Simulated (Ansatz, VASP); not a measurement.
# Cross-check of GaN between VASP and Ansatz

Aim: how closely do two programs agree when they are given the same cell, functional and k mesh? The cell is taken from a series of runs on this material, whose earlier steps may have relaxed, scaled, displaced or heated it; both programs get it as it stands.

Main program and level: Ansatz 0.2.0; plane waves, with VASP 6.6.1 beside it; G0W0 gap at LDA.

## Step 1: The starting structure

It takes space group P6_3mc (No. 186, hexagonal). Conventional cell: a = 3.180 Å, b = 3.180 Å, c = 5.166 Å, α = 90.00°, β = 90.00°, γ = 120.00°. Ga has 4 N at 1.94 to 1.95 Å nearest. Nearest to N lie 4 Ga at 1.94 to 1.95 Å. Farther neighbours and most contacts between anions are not listed.

## Step 2: VASP: G0W0 gap, LDA

Quasiparticle shifts depend on high empty states and on the cores, so they are the hardest test of two PAW sets.

Lines of VASP's logs that name or quote its potential files are left out, and so is its time.

The run reads the wave functions of an earlier VASP run, which isn't shown here.

File INCAR:

```
SYSTEM = GaN
PREC = Accurate
ENCUT = 450
ISMEAR = 0
SIGMA = 0.01
LREAL = .FALSE.
GGA = CA
NBANDS = 73
ALGO = EVGW0
NELMGW = 1
ENCUTGW = 141.5
NOMEGA = 64
PRECFOCK = Fast
NBANDSGW = 26
LWAVE = .FALSE.
LCHARG = .FALSE.
```

File POSCAR:

```
GaN
1.0
    3.1800000000      0.0000000000      0.0000000000
   -1.5900000000      2.7539607840      0.0000000000
    0.0000000000      0.0000000000      5.1660000000
Ga N
2 2
Direct
    0.3333333333      0.6666666667      0.0000000000
    0.6666666667      0.3333333333      0.5000000000
    0.3333333333      0.6666666667      0.3750000000
    0.6666666667      0.3333333333      0.8750000000
```

File KPOINTS:

```
Automatic mesh
0
Gamma
3 3 2
0 0 0
```

The projector-augmented-wave data sets are Ga_d_GW and N_GW (LDA family, release 64).

On the command line:

```console
export OMP_NUM_THREADS=6
mpirun -np 1 vasp_std
```

Numbers of over 12 decimals in the logs are rounded to 6 here.

The program printed:

```text
[banner, memory and clock lines left out]
running    1 mpi-ranks, on    1 nodes
 distrk:  each k-point on    1 cores,    1 groups
 distr:  one band on    1 cores,    1 groups
 Offloading initialized ...    1 GPUs detected
 POSCAR found type information on POSCAR GaN
 POSCAR found :  2 types and       4 ions
|                                                                             |
|           W    W    AA    RRRRR   N    N  II  N    N   GGGG   !!!           |
|           W    W   A  A   R    R  NN   N  II  NN   N  G    G  !!!           |
|           W    W  A    A  R    R  N N  N  II  N N  N  G       !!!           |
|           W WW W  AAAAAA  RRRRR   N  N N  II  N  N N  G  GGG   !            |
|           WW  WW  A    A  R   R   N   NN  II  N   NN  G    G                |
|           W    W  A    A  R    R  N    N  II  N    N   GGGG   !!!           |
|                                                                             |
|     The default for ENCUTGWSOFT is different in this version of VASP.       |
|     please manually set ENCUTGWSOFT =141.5 in the INCAR file.               |
|                                                                             |

 LDA part: xc-table for (Slater(with rela. corr.)+CA(PZ))
 , standard interpolation
 found WAVECAR, reading the header
 POSCAR, INCAR and KPOINTS ok, starting setup
 FFT: planning ... GRIDC
 FFT: planning ... GRID_SOFT
 FFT: planning ... GRID
 reading WAVECAR
 the WAVECAR file was read successfully
 initial charge from wavefunction
 available memory per node:   1698.35 GB, setting MAXMEM to   1739114

 The Fermi energy was updated, please check that it is located mid-gap
 values below the HOMO (VB) or above the LUMO (CB) will cause erroneous energies
 E-fermi :   6.0399

 calculate exact exchange contribution
 the WAVEDER file was read successfully
energies w=
    0.000    0.000    0.587    0.000    1.172    0.000    1.754    0.000
    2.333    0.000    2.907    0.000    3.475    0.000    4.036    0.000
    4.590    0.000    5.137    0.000    5.677    0.000    6.209    0.000
    6.733    0.000    7.251    0.000    7.762    0.000    8.267    0.000
    8.767    0.000    9.262    0.000    9.754    0.000   10.242    0.000
   10.729    0.000   11.216    0.000   11.702    0.000   12.190    0.000
   12.681    0.000   13.175    0.000   13.675    0.000   14.181    0.000
   14.696    0.000   15.220    0.000   15.757    0.000   16.307    0.000
   16.873    0.000   17.457    0.000   18.063    0.000   18.692    0.000
   19.349    0.000   20.037    0.000   20.760    0.000   21.524    0.000
   22.336    0.000   23.200    0.000   24.125    0.000   25.121    0.000
   26.199    0.000   27.372    0.000   28.656    0.000   30.072    0.000
   31.643    0.000   33.400    0.000   35.383    0.000   37.639    0.000
   40.235    0.000   43.255    0.000   46.816    0.000   51.080    0.000
   56.278    0.000   62.754    0.000   71.040    0.000   82.010    0.000
   97.199    0.000  119.583    0.000  155.783    0.000  224.112    0.000
 responsefunction array rank=     186
 LDA part: xc-table for (Slater(with rela. corr.)+CA(PZ))
 , standard interpolation

 min. memory requirement per mpi rank    162.0 MB, per node    162.0 MB

 allocating  64 responsefunctions rank=   186
 shmem allocating  64 responsefunctions rank=   186
 response function shared by NCSHMEM nodes    1
 Doing            64  frequencies on each core in blocks of            64
NQ=   1    0.0000    0.0000    0.0000,
|.........|.........|.........|.........|.........|.........|.........|.........
 performed         58000 updates of chi_q(r,r)
 total number of BLAS operations         12.11 Gflops
NQ=   2    0.3333    0.0000    0.0000,
|.........|.........|.........|.........|.........|.........|.........|.........
 performed        161000 updates of chi_q(r,r)
 total number of BLAS operations         36.72 Gflops
NQ=   3    0.3333    0.3333    0.0000,
|.........|.........|.........|.........|.........|.........|.........|.........
 performed        234000 updates of chi_q(r,r)
 total number of BLAS operations         56.44 Gflops
NQ=   4    0.0000    0.0000    0.5000,
|.........|.........|.........|.........|.........|.........|.........|.........
 performed        292000 updates of chi_q(r,r)
 total number of BLAS operations         71.25 Gflops
NQ=   5    0.3333    0.0000    0.5000,
|.........|.........|.........|.........|.........|.........|.........|.........
 performed        395000 updates of chi_q(r,r)
 total number of BLAS operations         94.72 Gflops
NQ=   6    0.3333    0.3333    0.5000,
|.........|.........|.........|.........|.........|.........|.........|.........
 performed        468000 updates of chi_q(r,r)
 total number of BLAS operations        115.09 Gflops
 resolving degeneracies of screened two electron integrals

 calculate QP shifts <psi_nk| G(iteration)W_0 |psi_nk>: iteration 1
 entering main loop
```

Parts of OUTCAR (step 2):

```text
ion  position               nearest neighbor table
   1  0.333  0.667  0.000-   3 1.94   4 1.95   4 1.95   4 1.95
   2  0.667  0.333  0.500-   4 1.94   3 1.95   3 1.95   3 1.95
   3  0.333  0.667  0.375-   1 1.94   2 1.95   2 1.95   2 1.95
   4  0.667  0.333  0.875-   2 1.94   1 1.95   1 1.95   1 1.95

  LATTYP: Found a hexagonal cell.
 ALAT       =     3.1800000000
 C/A-ratio  =     1.6245283019

 Subroutine GETGRP returns: Found 12 space group operations
 (whereof  6 operations were pure point group operations)

The static configuration has the point symmetry C_3v.
 The point group associated with its full space group is C_6v.

 Found      6 irreducible k-points:

   k-points           NKPTS =      6   k-points in BZ     NKDIM =     18   number of bands    NBANDS=     73

   dimension x,y,z NGX =    24 NGY =   24 NGZ =   36
   dimension x,y,z NGXF=    48 NGYF=   48 NGZF=   72

   ENCUT  =  450.0 eV  33.07 Ry    5.75 a.u.   5.50  5.50  8.94*2*pi/ulx,y,z

   NELECT =      36.0000    total number of electrons

  energy-cutoff  :      450.00
  volume of cell :       45.24
      direct lattice vectors                 reciprocal lattice vectors
     3.180000000  0.000000000  0.000000000     0.314465409  0.181556688 -0.000000000
    -1.590000000  2.753960784  0.000000000     0.000000000  0.363113377  0.000000000
     0.000000000  0.000000000  5.166000000     0.000000000 -0.000000000  0.193573364

 k-points in reciprocal lattice and weights: Automatic mesh
   0.00000000  0.00000000  0.00000000       0.056
   0.33333333  0.00000000  0.00000000       0.333
   0.33333333  0.33333333  0.00000000       0.111
   0.00000000  0.00000000  0.50000000       0.056
   0.33333333  0.00000000  0.50000000       0.333
   0.33333333  0.33333333  0.50000000       0.111

 E-fermi :   6.0399

 QP shifts <psi_nk| G(iteration)W_0 |psi_nk>: iteration 1
 for sc-GW calculations column KS-energies equals QP-energies in previous step
 and V_xc(KS)=  KS-energies - (<T + V_ion + V_H > + <T+V_H+V_ion>^1  + <V_x>^1)
 k-point   1 :       0.0000    0.0000    0.0000
  band No.  KS-energies  QP-energies   sigma(KS)   V_xc(KS)     V^pw_x(r,r')   Z            occupation Imag(sigma)
    ...
     15       3.9870       3.8678     -17.1689     -17.0092     -21.1166       0.7458       2.0000       0.0984
     16       4.9920       5.0501     -17.7567     -17.8337     -21.3084       0.7543       2.0000       0.0834
     17       5.0679       5.0522     -17.9421     -17.9212     -21.7542       0.7499       2.0000       0.0896
     18       5.0679       5.0522     -17.9421     -17.9212     -21.7542       0.7499       2.0000       0.0896
     19       7.0119       8.0386     -12.4096     -13.7540      -8.6677       0.7637       0.0000      -0.0775
     20       9.2024      10.4557     -11.3778     -12.9978      -7.1197       0.7736       0.0000      -0.0831
     21      14.1404      15.5658     -12.9901     -14.9619      -7.7007       0.7229       0.0000      -0.1500
     22      14.7146      15.9814     -10.1319     -11.7777      -5.2766       0.7697       0.0000      -0.1197
    ...

 k-point   2 :       0.3333    0.0000    0.0000
  band No.  KS-energies  QP-energies   sigma(KS)   V_xc(KS)     V^pw_x(r,r')   Z            occupation Imag(sigma)
    ...
     15       1.1047       0.7985     -16.0029     -15.5867     -20.2213       0.7355       2.0000       0.1248
     16       2.6052       2.3877     -16.1308     -15.8376     -20.1936       0.7420       2.0000       0.1080
     17       3.7125       3.6363     -16.5842     -16.4824     -20.1980       0.7493       2.0000       0.0883
     18       4.3101       4.2381     -17.3560     -17.2600     -21.2112       0.7496       2.0000       0.0930
     19       9.8423      10.9528     -11.7202     -13.1704      -7.5814       0.7657       0.0000      -0.0854
     20      10.6458      11.9007     -11.2477     -12.8785      -6.9081       0.7696       0.0000      -0.0879
     21      11.6053      12.7042     -11.4273     -12.8714      -7.0865       0.7610       0.0000      -0.0954
     22      13.3713      14.8875     -12.6733     -14.7240      -7.8794       0.7394       0.0000      -0.1204
    ...

 k-point   3 :       0.3333    0.3333    0.0000
  band No.  KS-energies  QP-energies   sigma(KS)   V_xc(KS)     V^pw_x(r,r')   Z            occupation Imag(sigma)
    ...
     15      -0.3873      -0.7695     -13.9759     -13.4438     -18.2263       0.7184       2.0000       0.1565
     16       1.9506       1.7140     -15.5858     -15.2655     -19.5213       0.7389       2.0000       0.1100
     17       1.9506       1.7140     -15.5858     -15.2655     -19.5213       0.7389       2.0000       0.1100
     18       2.2861       2.0155     -15.8017     -15.4368     -19.7275       0.7415       2.0000       0.1054
     19       9.9463      10.6613      -9.6584     -10.5715      -5.5493       0.7831       0.0000      -0.0823
     20      12.8014      14.5450     -13.5464     -15.8957      -8.8973       0.7422       0.0000      -0.1122
     21      12.8014      14.5450     -13.5464     -15.8957      -8.8973       0.7422       0.0000      -0.1122
     22      13.3222      14.4994     -12.4708     -14.0567      -7.8079       0.7423       0.0000      -0.1249
    ...

 k-point   4 :       0.0000    0.0000    0.5000
  band No.  KS-energies  QP-energies   sigma(KS)   V_xc(KS)     V^pw_x(r,r')   Z            occupation Imag(sigma)
    ...
     15       4.5126       4.4405     -17.5326     -17.4362     -21.4131       0.7475       2.0000       0.0943
     16       4.5126       4.4405     -17.5326     -17.4362     -21.4131       0.7475       2.0000       0.0943
     17       4.5126       4.4405     -17.5326     -17.4362     -21.4131       0.7475       2.0000       0.0943
     18       4.5126       4.4405     -17.5326     -17.4362     -21.4131       0.7475       2.0000       0.0943
     19       9.2575      10.4940     -12.3658     -13.9941      -8.2321       0.7594       0.0000      -0.0864
     20       9.2575      10.4940     -12.3658     -13.9941      -8.2321       0.7594       0.0000      -0.0864
     21      13.3837      14.7236     -11.4672     -13.2505      -6.6485       0.7513       0.0000      -0.1136
     22      13.3837      14.7236     -11.4672     -13.2505      -6.6485       0.7513       0.0000      -0.1136
    ...

[... 2 further parts left out ...]
```

## Step 3: Ansatz: G0W0 gap, LDA

Ansatz runs on its default PAW (the set named soft_2) files.

The same cell, functional (in two slightly different forms) and mesh now go to Ansatz, which takes its cutoff from its data sets.

File input.yaml:

```yaml
crystal:
  lattice:
    - [3.18, 0.0, 0.0]
    - [-1.59, 2.753960784, 0.0]
    - [0.0, 0.0, 5.166]
  atoms:
    - { symbol: Ga, position: [0.3333333333, 0.6666666667, 0.0] }
    - { symbol: Ga, position: [0.6666666667, 0.3333333333, 0.5] }
    - { symbol: "N", position: [0.3333333333, 0.6666666667, 0.375] }
    - { symbol: "N", position: [0.6666666667, 0.3333333333, 0.875] }
kpoints:
  mp_grid: { grid: [3, 3, 2] }
hamiltonian:
  xc: lda
scf:
  occupations: { method: fixed }
gw:
  n_empty_bands: 55
  ecut_chi: 141.5
  qp_bands: [v2, c2]
  qp_kpoints: [[0.0, 0.0, 0.0]]
  screening: { model: contour_deformation }
```

On the command line:

```console
ansatz run input.yaml --threads 4 --pin off --max-ram 5529MiB --backend cpu --events-out ev --progress --plain --runs-dir out
```

The program printed:

```text
Engine: ansatz 0.2.0, aarch64-unknown-linux-gnu
Pseudopotentials: kind: paw
Pseudopotential: Ga, paw, valence charge 13, recommended cutoff 420 eV (normal), Ga.paw.azcp
Pseudopotential: N, paw, valence charge 5, recommended cutoff 420 eV (normal), N.paw.azcp
Functional definition: SPW92
  exchange = slater_x
  correlation = pw_c
Crystal: 4 atoms, lattice volume = 45.242 Å³
Basis set: ecut = 420 eV, 881 PW (Γ)
Bands: 22, of which v1, the nominal top of the filled ones, is band 18 counted from 1 (17 counted from 0)
Symmetry: 12 space group operations
Space group: P63mc (ITA 186), of the structure as read, at distance tolerance 3.6e-5 Å
k-points: 6 of 18
Non-local potential: Ga, projectors of the file, l = 0: 2, l = 1: 2, l = 2: 3, l = 3: 1
Non-local potential: N, projectors of the file, l = 0: 2, l = 1: 2, l = 2: 1
PAW form: soft (Blöchl's): semilocal exchange-correlation on the pseudo side does not see the compensation charge
PAW frozen core: Ga, regenerated for the run's functional, and the local potential with it (the file was generated under x = pbe(κ = 0.804, μ = 0.219515), c = pbe(β = 0.066725))
PAW frozen core: N, regenerated for the run's functional, and the local potential with it (the file was generated under x = pbe(κ = 0.804, μ = 0.219515), c = pbe(β = 0.066725))
PAW one-centre angular grid: Ga, 590 points (default); XC on 64 Gauss nodes
PAW one-centre angular grid: N, 110 points (default); XC on 64 Gauss nodes
Initial density: superposition of atomic densities (neutral atoms: chi_scale 0, normalization atom), corrected by the library's trained network
Initial wavefunctions: pseudopotential atomic-orbital guess
Functional: x = slater, c = lda
SCF iter   1: F=—  HF=-8163.875076 eV  |F-HF|=—  |Δ(HF+E_count)|=         —  Δρ=9.57e-3  dr2=3.03e-2  ethr=1.77e-3  ⟨swp⟩=4.2  Hψ=462  notcnv=0  defer=7
preconditioner: auto → Resta (q_TF=auto, 2.626 Å⁻¹)  ε∞=5.0  [insulator: Δε(μ)=1.867 eV  Ē_g=16.465 eV  n_scr=22 (ndim 8)  ℏωp=33.1 eV  f_vac=0.008  ε∞_Penn≈5.0]
SCF iter   2: F=—  HF=-8163.866228 eV  |F-HF|=—  |Δ(HF+E_count)|=   8.85e-3  Δρ=3.20e-3  dr2=2.44e-3  ethr=8.41e-5  ⟨swp⟩=3.0  Hψ=300  notcnv=0  defer=11
SCF iter   3: F=—  HF=-8163.865554 eV  |F-HF|=—  |Δ(HF+E_count)|=   6.75e-4  Δρ=1.25e-3  dr2=2.96e-4  ethr=6.77e-6  ⟨swp⟩=2.3  Hψ=166  notcnv=0  defer=11
SCF iter   4: F=—  HF=-8163.865471 eV  |F-HF|=—  |Δ(HF+E_count)|=   8.28e-5  Δρ=2.94e-4  dr2=4.14e-5  ethr=8.23e-7  ⟨swp⟩=2.0  Hψ=229  notcnv=0  defer=11
SCF iter   5: F=—  HF=-8163.865448 eV  |F-HF|=—  |Δ(HF+E_count)|=   2.29e-5  Δρ=9.28e-5  dr2=3.14e-6  ethr=1.15e-7  ⟨swp⟩=2.0  Hψ=236  notcnv=0
SCF iter   6: F=-8163.865448 eV  HF=-8163.865448 eV  |F-HF|=3.29e-9  |Δ(HF+E_count)|=   2.90e-7  Δρ=1.42e-5  dr2=8.11e-8  ethr=2.78e-10  ⟨swp⟩=3.0  Hψ=521  notcnv=0
SCF 1 converged in 6 iterations: F = -8163.865448 eV  dr2 = 8.11e-8
  greatest PAW one-centre occupation: 0.996 electrons in one spin orbital (limit 2), on the Ga atom at site 0 (counted from 0), in its partial waves of l = 2
NSCF: frozen V_eff on 6 k-points
G₀W₀ screening: q 1/6
[... further progress lines ...]
NSCF: frozen V_eff on 1 k-points
NSCF: frozen V_eff on 1 k-points
SCF converged after 6 iterations
Free energy (F): -8163.865448 eV
Harris-Foulkes:  -8163.865448 eV  (|F-HF|=3.29e-9)
Internal energy: -8163.865448 eV  (E = F + TS)
E sigma→0 (E₀):  -8163.865448 eV
Fermi energy:    9.570102 eV
--- Per-component energies (eV) ---
  E_band       = -19.146806
  E_kinetic    = 495.167656
  E_local      = -3897.340085  (includes V_loc(G=0)·N_el)
  E_nonlocal   = 955.491518
  E_hartree    = 1789.622090
  E_xc         = -255.517447
  E_vxc        = -268.253922  (∫ρ·V_xc dr)
  E_paw        = -4071.079521  (= ΣΔE_a)
  E_vpaw       = -883.457584  (= ΣTr[D̂ρ^β])
  E_aug_tail   = 0.000023  (compensation charges beyond the density's cutoff)
  E_ewald      = -3183.826728
  E_core_change = 3.617048  (= ΣΔE_core)
  E_smearing   = -0.000000  (= −TS)
  E_closure    = 0.000000  (closes the sum)
  Σ components = -8163.865448   (vs F -8163.865448, Δ=0.00e0)
--- Band table (eV; the first three rows and the last of 6) ---
  k-point 0: bands = [... 14 lower, 8.4868, 9.4936, 9.5701, 9.5701, 11.4972, 13.6919, 18.6367, 19.2243]
  k-point 1: bands = [... 14 lower, 9.0134, 9.0134, 9.0134, 9.0134, 13.7466, 13.7466, 17.8837, 17.8837]
  k-point 2: bands = [... 14 lower, 5.6026, 7.1065, 8.2139, 8.8116, 14.3389, 15.1391, 16.1109, 17.8654]
  k-point 5: bands = [... 14 lower, 5.2458, 5.2458, 8.0243, 8.0243, 15.8812, 15.8812, 16.7055, 16.7055]
--- G₀W₀: contour deformation, 6 samples at zero and on the imaginary axis and 1 off it, 18 q-points, 55 empty bands' worth ---
  eigenvalues of the whole cell's RPA ε∞ on this k-mesh (on a slab, of 1 + 4πα/V) = 9.0427, 10.9687, 10.9687; static W/v taken at q = 0 is 0.095901
  bands read: the sum over 73 bands ends inside a degenerate multiplet in 3 slots, whose members it reads at an even weight; the widest, k=1: bands 71 to 74 (counted from 1) at 3/4 each
    ik  band        ε_KS         Σx   Σc(E_QP)       V_xc       Z   E_QP_lin       E_QP  E_QP is
     0    17      9.5701   -24.2949     3.8201   -20.4741  0.7475     9.5694     9.5694  root
     0    18      9.5701   -24.2949     3.8201   -20.4741  0.7475     9.5694     9.5694  root
     0    19     11.4972   -11.0802    -4.0997   -16.1579  0.7740    12.5055    12.4752  root
     0    20     13.6919    -9.9522    -4.6885   -15.8269  0.7812    14.9326    14.8780  root
```

## Step 4: Differences

Known differences besides the potentials themselves: the two LDA forms differ slightly; fixed occupations in Ansatz, narrow Gaussian smearing in VASP; the cutoff is 420 eV in Ansatz and 450 eV in VASP; VASP's log shows a relativistic correction to its local exchange, Ansatz's none; Ansatz integrates over frequency by contour deformation, VASP on a grid of NOMEGA points; Ansatz's G0W0 levels solve the quasiparticle equation, VASP's are linearised. Total energies have different zeros and are not compared.

The two programs side by side:

```
                   quantity  Ansatz  VASP  difference
  G0W0 gap on the mesh (eV)    2.91  2.99       -0.08
Kohn-Sham gap under it (eV)    1.93  1.94       -0.02
```

## Step 5: What came out

```yaml
difference_in_g0w0_gap_on_the_mesh_g0w0_gap_lda: -0.081 eV
```

In words: The difference in G0W0 gap on the mesh is -0.081 eV (G0W0 gap, LDA). How closely two codes agree says nothing of how well the functional describes the real material.

[Lines on the potential files, build, host, timing and source positions are cut from VASP's logs without a mark.]

[Logs are printed without paths, hosts, clocks, repeated set-up lines and the standing remarks that a program may print on its own settings, such as how far it seeks lower states.]

[Hosts, paths, dates, database ids (printed as entryN), source tags and the programs' standing remarks are cut or masked in the printed files.]
